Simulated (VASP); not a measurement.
Given:

```
CELL_PARAMETERS angstrom
     -2.20107     2.20107     4.40124
      2.20107    -2.20107     4.40124
      2.20107     2.20107    -4.40124
ATOMIC_POSITIONS crystal
  Mg 0.50000 0.50000 0.00000
  Mg 0.25000 0.75000 0.50000
  Mg 0.75000 0.25000 0.50000
  Cd 0.00000 0.00000 0.00000
```

The numbers are results of PBEsol GGA, VASP's PBE PAW potentials (set 64) (plane waves; VASP), not measurements. Settings: 400 eV cut-off, 11×11×11 Γ-centred mesh, tetrahedra with Blöchl corrections, potentials Mg Cd.

The cores are frozen, which limits the accuracy of field gradients.

Give the principal components of the electric field gradient (V/Å²) and the asymmetry η at each nucleus.

| atom | Vxx | Vyy | Vzz | η |
|---|---|---|---|---|
| Mg1 | 1.1 | 1.1 | -2.3 | 0.00 |
| Mg2 | -0.9 | -0.9 | 1.8 | 0.00 |
| Mg3 | -0.9 | -0.9 | 1.8 | 0.00 |
| Cd4 | -5.7 | -5.7 | 11.4 | 0.00 |

The structure comes from a computed database's Mg3Cd entry (I4/mmm); how it stands against other phases isn't given here. It was relaxed first.
